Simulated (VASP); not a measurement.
These are PBE GGA, VASP's PBE PAW potentials (set 64) (plane waves; VASP) values and carry that method's errors.

The input files of a VASP run:

File KPOINTS:
```
kpoints
0
G
10 10 10
0 0 0
```

### POSCAR
```
Bi
1
    4.2319650921    -2.2932604146     0.0108670057
    4.2319650921     2.2932604146     0.0108670057
    2.9795898690     0.0000000000     3.7803087331
Bi
2
Direct
  0.2341063920   0.2341063920   0.2341063920
  0.7658936080   0.7658936080   0.7658936080
```

**INCAR**
```
# general
SYSTEM =Bi
PREC   =Accurate
ENCUT  =500
LREAL  =.False.
LASPH  =.True.

# electronic loop
EDIFF  =1E-6
NELM   =100
ALGO   =Normal
LMAXMIX=4

# smearing
ISMEAR =1
SIGMA  =0.1

# functional
GGA    =PE

# ions
IBRION =2
NSW    =40
ISIF   =3
EDIFFG =-0.02

# output
LWAVE  =.False.
LCHARG =.False.
```

POTCAR, in this order: Bi_d (PBE.64 set). Program: vasp_std.

The resulting files:

OSZICAR:
```
       N       E                     dE             d eps       ncg     rms          rms(c)
DAV:   1     0.292535213404E+03    0.29254E+03   -0.16305E+04  4408   0.183E+03
DAV:   2     0.159692925372E+02   -0.27657E+03   -0.27197E+03  4414   0.449E+02
DAV:   3    -0.693384909954E+01   -0.22903E+02   -0.22537E+02  5086   0.154E+02
DAV:   4    -0.773627873551E+01   -0.80243E+00   -0.80090E+00  4829   0.316E+01
DAV:   5    -0.777749604517E+01   -0.41217E-01   -0.41216E-01  5998   0.643E+00    0.103E+00
DAV:   6    -0.777606951347E+01    0.14265E-02   -0.18482E-02  5382   0.155E+00    0.626E-01
DAV:   7    -0.777663257704E+01   -0.56306E-03   -0.13707E-02  4841   0.146E+00    0.110E-01
DAV:   8    -0.777681915710E+01   -0.18658E-03   -0.18660E-03  4780   0.544E-01    0.214E-02
DAV:   9    -0.777683802582E+01   -0.18869E-04   -0.75850E-05  6158   0.832E-02    0.118E-02
DAV:  10    -0.777683700221E+01    0.10236E-05   -0.86881E-06  3659   0.206E-02    0.187E-03
DAV:  11    -0.777683749310E+01   -0.49089E-06   -0.68256E-07  2882   0.997E-03
   1 F= -.77768375E+01 E0= -.77768679E+01  d E =-.777684E+01
       N       E                     dE             d eps       ncg     rms          rms(c)
DAV:   1    -0.778054600691E+01   -0.37090E-02   -0.10580E-01  4801   0.516E+00    0.311E-01
DAV:   2    -0.777748888318E+01    0.30571E-02   -0.60880E-03  4780   0.125E+00    0.130E-01
DAV:   3    -0.777689295563E+01    0.59593E-03   -0.26555E-03  5668   0.763E-01    0.163E-02
DAV:   4    -0.777688711887E+01    0.58368E-05   -0.68930E-05  4555   0.895E-02    0.721E-03
DAV:   5    -0.777688388322E+01    0.32357E-05   -0.17173E-05  5557   0.503E-02    0.515E-03
DAV:   6    -0.777688361879E+01    0.26443E-06   -0.16430E-06  2270   0.236E-02
   2 F= -.77768836E+01 E0= -.77769084E+01  d E =-.461257E-04
```

OUTCAR:
```
------------------------ aborting loop because EDIFF is reached ----------------------------------------
  FORCE on cell =-STRESS in cart. coord.  units (eV):
  Direction    XX          YY          ZZ          XY          YZ          ZX
  --------------------------------------------------------------------------------------
  Total       -0.0029327     -0.0290845     -0.0261977      0.0000000      0.0000000      0.0086888
  in kB       -0.0639646     -0.6343567     -0.5713934      0.0000000      0.0000000      0.1895096
  external PRESSURE =      -0.4232382 kB  Pullay stress =       0.0000000 kB
  volume of cell :       73.46
      direct lattice vectors                 reciprocal lattice vectors
     4.238195078 -2.295094841  0.011820850     0.118234854 -0.217855921 -0.093256769
     4.238195078  2.295094841  0.011820850     0.118234854  0.217855921 -0.093256769
     2.984818054  0.000000000  3.784277832    -0.000738654  0.000000000  0.264833819
 POSITION                                       TOTAL-FORCE (eV/Angst)
 -----------------------------------------------------------------------------------
      2.68318      0.00000      0.89147        -0.013585     -0.000000     -0.004514
      8.77803      0.00000      2.91645         0.013585      0.000000      0.004514
 -----------------------------------------------------------------------------------
    total drift:                                0.000000     -0.000000      0.000000
  FREE ENERGIE OF THE ION-ELECTRON SYSTEM (eV)
  ---------------------------------------------------
  free  energy   TOTEN  =        -7.7768836188 eV

  energy  without entropy=       -7.7769578444  energy(sigma->0) =       -7.77690836

 reached required accuracy - stopping structural energy minimisation
```
(Selected blocks of OUTCAR.)

### CONTCAR
```
Bi
   1.00000000000000
     4.2381950781600093   -2.2950948408681997    0.0118208495142829
     4.2381950781600093    2.2950948408681997    0.0118208495142829
     2.9848180537202271    0.0000000000000000    3.7842778318286703
  Bi
     2
Direct
     0.2341097218201908    0.2341097218201908    0.2341097218201908
     0.7658902781798093    0.7658902781798093    0.7658902781798093
```

The compound is Bi in the a7 structure. This run relaxes it. Symmetry was kept, so distortions that lower it aren't found.
